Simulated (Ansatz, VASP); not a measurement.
# PtSe2 (Sudovikovite) in two plane-wave programs

Wanted: the spread between two codes on one cell, functional and k mesh. The cell is taken from a series of runs on this material, whose earlier steps may have relaxed, scaled, displaced or heated it; both programs get it as it stands.

Main program and level: Ansatz 0.2.0; plane waves, with VASP 6.6.1 beside it; zone-centre phonons at PBE.

### 1. The structure

The structure is trigonal, space group P-3m1 (No. 164). The conventional cell has a = 3.752 Å, b = 3.752 Å, c = 6.506 Å, α = 90.00°, β = 90.00°, γ = 120.00°. Nearest to Pt lie 6 Se at 2.53 Å. Nearest to Se lie 3 Pt at 2.53 Å. Farther neighbours and most contacts between anions are not listed.

### 2. Ansatz: zone-centre phonons, PBE

Ansatz runs on its default PAW (the set named soft_2) files.

Second derivatives magnify differences that forces hide, and they need a tight electronic threshold.

Input file input.yaml:

```yaml
crystal:
  lattice:
    - [3.7516639993, 0.0, 0.0]
    - [-1.8758319997, 3.2490363298, 0.0]
    - [0.0, 0.0, 6.5059156425]
  atoms:
    - { symbol: Pt, position: [0.0, 0.0, 0.0] }
    - { symbol: Se, position: [0.3333333333, 0.6666666667, 0.2008335985] }
    - { symbol: Se, position: [0.6666666667, 0.3333333333, 0.7991664015] }
kpoints:
  mp_grid: { grid: [15, 15, 8] }
hamiltonian:
  xc: pbe
scf:
  occupations: { method: fixed }
output:
  eigenvalues: true
phonons:
  method: dfpt
  dielectric: true
  rigid_motions: translations
```

Launch:

```bash
$ ansatz run input.yaml --threads 4 --pin off --max-ram 16384MiB --backend cpu --events-out ev --progress --plain --runs-dir out
```

Numbers of over 12 decimals in the logs are rounded to 6 here.

Output:

```text
Engine: ansatz 0.2.0, aarch64-unknown-linux-gnu
Pseudopotentials: kind: paw
Pseudopotential: Pt, paw, valence charge 18, recommended cutoff 420 eV (normal), Pt.paw.azcp
Pseudopotential: Se, paw, valence charge 16, recommended cutoff 420 eV (normal), Se.paw.azcp
Functional definition: PBE
  parameter kappa = 0.804
  parameter beta = 0.066725
  exchange = pbe_x(kappa = kappa, mu = beta*pi^2/3)
  correlation = pbe_c(beta = beta)
Crystal: 3 atoms, lattice volume = 79.303 Å³
Basis set: ecut = 420 eV, 1581 PW (Γ), exchange–correlation on 54×54×90 points (8 copies of the dense FFT grid, shifted against one another)
Bands: 30, of which v1, the nominal top of the filled ones, is band 25 counted from 1 (24 counted from 0)
Symmetry: 12 space group operations
k-points: 488 of 1800 (irreducible under 2 space group operations, time reversal used)
Non-local potential: Pt, projectors of the file, l = 0: 3, l = 1: 2, l = 2: 2, l = 3: 1
Non-local potential: Se, projectors of the file, l = 0: 2, l = 1: 2, l = 2: 3, l = 3: 1
PAW form: soft (Blöchl's): semilocal exchange-correlation on the pseudo side does not see the compensation charge
PAW one-centre angular grid: Pt, 590 points (default); XC on 64 Gauss nodes
PAW one-centre angular grid: Se, 590 points (default); XC on 64 Gauss nodes
Initial density: superposition of atomic densities (neutral atoms: chi_scale 0, normalization atom), corrected by the library's trained network
Initial wavefunctions: pseudopotential atomic-orbital guess
Functional: x = pbe(κ = 0.804, μ = 0.219515), c = pbe(β = 0.066725)
SCF iter   1: F=—  HF=-23462.368786 eV  |F-HF|=—  |Δ(HF+E_count)|=         —  Δρ=2.19e-3  dr2=2.55e-3  ethr=1.77e-3  ⟨swp⟩=4.0  Hψ=49463  notcnv=0  defer=1426
preconditioner: auto → Resta (q_TF=auto, 2.526 Å⁻¹)  ε∞=5.1  [insulator: Δε(μ)=0.893 eV  Ē_g=9.612 eV  n_scr=22 (ndim 8)  ℏωp=19.6 eV  f_vac=0.241  ε∞_Penn≈5.1]
SCF iter   2: F=—  HF=-23462.369567 eV  |F-HF|=—  |Δ(HF+E_count)|=   7.81e-4  Δρ=1.02e-3  dr2=8.86e-4  ethr=5.11e-6  ⟨swp⟩=2.2  Hψ=25140  notcnv=0  defer=1464
SCF iter   3: F=—  HF=-23462.369737 eV  |F-HF|=—  |Δ(HF+E_count)|=   1.70e-4  Δρ=5.53e-4  dr2=2.12e-4  ethr=1.77e-6  ⟨swp⟩=2.0  Hψ=17223  notcnv=0  defer=1464
SCF iter   4: F=—  HF=-23462.369810 eV  |F-HF|=—  |Δ(HF+E_count)|=   7.35e-5  Δρ=8.96e-5  dr2=7.40e-6  ethr=4.24e-7  ⟨swp⟩=2.0  Hψ=20116  notcnv=0  defer=1464
SCF iter   5: F=—  HF=-23462.369816 eV  |F-HF|=—  |Δ(HF+E_count)|=   5.39e-6  Δρ=2.65e-5  dr2=1.52e-6  ethr=1.48e-8  ⟨swp⟩=2.0  Hψ=24400  notcnv=0  defer=549
SCF iter   6: F=—  HF=-23462.369818 eV  |F-HF|=—  |Δ(HF+E_count)|=   2.90e-6  Δρ=1.24e-5  dr2=2.07e-7  ethr=3.04e-9  ⟨swp⟩=2.0  Hψ=24400  notcnv=0  defer=489
SCF iter   7: F=—  HF=-23462.369819 eV  |F-HF|=—  |Δ(HF+E_count)|=   1.88e-7  Δρ=4.85e-6  dr2=2.29e-8  ethr=4.14e-10  ⟨swp⟩=2.0  Hψ=24400  notcnv=0  defer=489
SCF iter   8: F=—  HF=-23462.369819 eV  |F-HF|=—  |Δ(HF+E_count)|=   6.28e-8  Δρ=1.34e-6  dr2=1.75e-9  ethr=4.59e-11  ⟨swp⟩=2.0  Hψ=22181  notcnv=0  defer=489
SCF iter   9: F=—  HF=-23462.369819 eV  |F-HF|=—  |Δ(HF+E_count)|=   6.66e-9  Δρ=3.14e-7  dr2=1.13e-10  ethr=3.49e-12  ⟨swp⟩=2.3  Hψ=19644  notcnv=0  defer=489
SCF iter  10: F=-23462.369819 eV  HF=-23462.369819 eV  |F-HF|=1.46e-11  |Δ(HF+E_count)|=  2.55e-10  Δρ=7.48e-8  dr2=6.68e-12  ethr=1.00e-12  ⟨swp⟩=12.2  Hψ=80438  notcnv=0
SCF 1 converged in 10 iterations: F = -23462.369819 eV  dr2 = 6.68e-12
  greatest PAW one-centre occupation: 1.000 electrons in one spin orbital (limit 2), on the Pt atom at site 0 (counted from 0), in its partial waves of l = 0
NSCF: frozen V_eff on 4 k-points
DFPT response loops at Γ: preconditioner auto → none (the input reference at scf.mixing.eps_inf says where Resta's filter doesn't serve); β = 0.50; Broyden in place of MSR1
── the response to a field inside a basis, on 16×16×8 k-points: an SCF that follows is theirs, and a resumed run solves both again ──
Bands: 26, of which v1, the nominal top of the filled ones, is band 25 counted from 1 (24 counted from 0)
k-points: 544 of 2048 (irreducible under 4 space group operations)
Initial density: handed on by an earlier stage of this run
Initial wavefunctions: pseudopotential atomic-orbital guess (no wavefunctions were taken with the density)
Eigensolver: Dense (544 Hₖ)
SCF iter   1: F=—  HF=-23462.354031 eV  |F-HF|=—  |Δ(HF+E_count)|=         —  Δρ=2.40e-4  dr2=8.32e-6  ethr=1.00e-1
preconditioner: auto → Resta (q_TF=auto, 2.526 Å⁻¹)  ε∞=10.1  [insulator: Δε(μ)=0.867 eV  Ē_g=6.477 eV  n_scr=22 (ndim 8)  ℏωp=19.6 eV  f_vac=0.242  ε∞_Penn≈10.1]
SCF iter   2: F=—  HF=-23462.354034 eV  |F-HF|=—  |Δ(HF+E_count)|=   3.21e-6  Δρ=1.25e-4  dr2=2.32e-6  ethr=1.66e-8
SCF iter   3: F=—  HF=-23462.354036 eV  |F-HF|=—  |Δ(HF+E_count)|=   1.99e-6  Δρ=1.95e-5  dr2=1.23e-7  ethr=4.63e-9
SCF iter   4: F=-23462.354036 eV  HF=-23462.354036 eV  |F-HF|=1.31e-8  |Δ(HF+E_count)|=   1.06e-7  Δρ=5.15e-6  dr2=2.19e-8  ethr=2.45e-10
SCF 1 converged in 4 iterations: F = -23462.354036 eV  dr2 = 2.19e-8
DFPT response loops at Γ: mixed as the last ones told, above
SCF converged after 10 iterations
Free energy (F): -23462.369819 eV
Harris-Foulkes:  -23462.369819 eV  (|F-HF|=1.46e-11)
Internal energy: -23462.369819 eV  (E = F + TS)
E sigma→0 (E₀):  -23462.369819 eV
Fermi energy:    8.262729 eV
--- Per-component energies (eV) ---
  E_band       = -1161.332293
  E_kinetic    = 872.293999
  E_local      = -9274.280731  (includes V_loc(G=0)·N_el)
  E_nonlocal   = -990.838301
  E_hartree    = 4291.344899
  E_xc         = -469.400267
  E_vxc        = -498.105465  (∫ρ·V_xc dr)
  E_paw        = -13277.750497  (= ΣΔE_a)
  E_vpaw       = 146.909502  (= ΣTr[D̂ρ^β])
  E_aug_tail   = -0.000994  (compensation charges beyond the density's cutoff)
  E_ewald      = -4613.737926
  E_smearing   = -0.000000  (= −TS)
  E_closure    = 0.000000  (closes the sum)
  Σ components = -23462.369819   (vs F -23462.369819, Δ=0.00e0)
--- Band table (eV; the first three rows and the last of 488) ---
  k-point 0: bands = [... 21 lower, 6.6494, 7.9797, 7.9797, 8.0325, 10.8857, 10.8857, 12.4246, 13.4517, ... 1 higher]
  k-point 1: bands = [... 21 lower, 6.6588, 7.8913, 7.9753, 7.9753, 10.8959, 10.8959, 12.6143, 13.4749, ... 1 higher]
  k-point 2: bands = [... 21 lower, 6.6926, 7.5590, 7.9647, 7.9647, 10.9208, 10.9208, 13.0772, 13.5469, ... 1 higher]
  k-point 487: bands = [... 21 lower, 5.8302, 6.2408, 6.6343, 7.6705, 9.5139, 10.2167, 13.7921, 15.6956, ... 1 higher]
--- Phonons (Γ-DFPT): 4 representative perturbations + reference, on 488 of 1800 k-points (Σ response iterations 12) ---
  k mesh reduced under 2 symmetry operations, with k and −k counted as one. Each operation leaves every solved perturbation unchanged. A smaller set is not considered because the run solves the response to a homogeneous field
  ASR residual: 5.744e-5 → 0.000e0 eV/Å²; symmetrization residual: 8.024e-5 eV/Å²
  ASR residual per site (eV/Å²): 1.39e-5 5.74e-5 5.74e-5
  Γ frequencies (cm⁻¹): 0.00 0.00 0.00 169.65 169.65 195.87 212.55 212.55 222.10
  ε∞ (high-frequency dielectric tensor):
       16.768457    -0.000000     0.000000
       -0.000000    16.768457    -0.000000
        0.000000    -0.000000     5.263101
  ε⁰ (static dielectric tensor: ions relaxed, cell fixed):
       17.666575    -0.000000     0.000000
       -0.000000    17.666575    -0.000000
        0.000000    -0.000000     5.263898
  ε⁰ − ε∞ (ionic part):
        0.898118    -0.000000     0.000000
       -0.000000     0.898118    -0.000000
        0.000000    -0.000000     0.000797
  softest optical mode at Γ: 169.65 cm⁻¹; the repairs (sum rule, projections) moved no ω² at Γ by more than (1.64 cm⁻¹)²
  Born effective charges Z* (e; rows j = field, columns β = displacement):
    site 0:
         2.38901   -0.00000    0.00000
         0.00000    2.38901   -0.00000
         0.00000   -0.00000   -0.07437
    site 1:
        -1.19450    0.00000   -0.00000
        -0.00000   -1.19450    0.00000
        -0.00000    0.00000    0.03718
    site 2:
        -1.19450    0.00000   -0.00000
        -0.00000   -1.19450    0.00000
         0.00000    0.00000    0.03718
  Z* charge neutrality: 2.162e-3 e pre-enforcement
  solved inside a basis spanned on kpoints, on 16×16×8 k-points, its susceptibility summed on 20×20×10: ε∞ is read to err by 6.0e-2, Z* by 2.0e-2 e (field_mesh: kpoints solves on kpoints); Z* is corrected for what the basis lacks
  optical modes at Γ without the LO–TO term, one row a degenerate level:
      ω (cm⁻¹)  modes    IR ((D/Å)²/amu)
        169.65      2             0.0000
        195.87      1             0.0000
        212.55      2             3.0173
        222.10      1             0.0015
  optical modes at Γ + LO–TO along q̂ = [1.0000, 0.0000, 0.0000]:
      ω (cm⁻¹)  modes    IR ((D/Å)²/amu)
        169.65      2             0.0000
        195.87      1             0.0000
[...]
optical modes at Γ + LO–TO along q̂ = [0.0000, 1.0000, 0.0000]:
      ω (cm⁻¹)  modes    IR ((D/Å)²/amu)
[...]
195.87      1             0.0000
        212.55      1             1.5086
        218.17      1             1.5086
        222.10      1             0.0015
  optical modes at Γ + LO–TO along q̂ = [0.0000, 0.0000, 1.0000]:
      ω (cm⁻¹)  modes    IR ((D/Å)²/amu)
        169.65      2             0.0000
        195.87      1             0.0000
        212.55      2             3.0173
        222.11      1             0.0015
```

[end of part 1 of 3]

[Lines on the potential files, build, host, timing and source positions are cut from VASP's logs without a mark.]

[Logs are printed without paths, hosts, clocks, repeated set-up lines and the standing remarks that a program may print on its own settings, such as how far it seeks lower states.]

[Hosts, paths, dates, database ids (printed as entryN), source tags and the programs' standing remarks are cut or masked in the printed files.]
